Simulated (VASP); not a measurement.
**Lu: relaxation of cell and atoms with PBE+D3(BJ)**

Crystal: Lu.

```
Lu
1.0
     3.46147    0.00000    0.00000
    -1.73073    2.99772    0.00000
     0.00000    0.00000    5.38759
Lu
2
Direct
  0.33333 0.66667 0.25000
  0.66667 0.33333 0.75000
```

| Item | Value |
| --- | --- |
| Program | VASP 6.6.1 |
| Task | relaxation of cell and atoms |
| Functional | PBE |
| Dispersion | D3(BJ) |
| Potentials or basis | VASP PAW PBE potentials, release 64 (Lu) |
| Cutoff | 600 eV |
| k mesh | 12 × 12 × 7 |
| Occupations | methfessel-paxton, width 0.1 eV |
| Spin | no spin polarisation |
| Further INCAR settings | ALGO = Normal; EDIFF = 1e-07; IBRION = 2; EDIFFG = -0.005; NSW = 90; ISIF = 3 |

```json
{
  "Relaxed volume": "28.00 Å³/atom",
  "Relaxed cell": "a = 3.464 Å, b = 3.464 Å, c = 5.390 Å, α = 90.00°, β = 90.00°, γ = 120.00°",
  "Space group after relaxing (to 0.05 Å)": "P6_3/mmc (No. 194)",
  "Energy gained by relaxing": "0.0 meV/atom",
  "Ionic steps": "2",
  "Pressure after relaxing": "0.0 GPa",
  "Band gap on the k mesh": "none (metal or under the smearing width)",
  "Dispersion energy per atom": "-0.368 eV"
}
```

Final structure:
```
Lu
1.0
     3.46398    0.00000    0.00000
    -1.73199    2.99990    0.00000
     0.00000    0.00000    5.38978
Lu
2
Direct
  0.33333 0.66667 0.25000
  0.66667 0.33333 0.75000
```

Levels at points of the mesh, in eV from the Fermi level:
```
           k point  band 23  band 24  band 25  band 26  band 27  band 28
(0.00, 0.00, 0.00)    -4.79    -2.46     0.81     2.21     2.21     2.70
(0.50, 0.00, 0.00)    -2.38    -1.46    -0.90    -0.34     1.69     1.85
```

It took 3.8 min on 1 thread of Intel(R) Xeon(R) Platinum 8488C (Sapphire Rapids), on a shared host, peak memory 0.3 GiB.

Caveat: pairwise dispersion overbinds metals, which lowers pressure and volume. Spin-orbit coupling is left out, which matters for the levels of Lu.
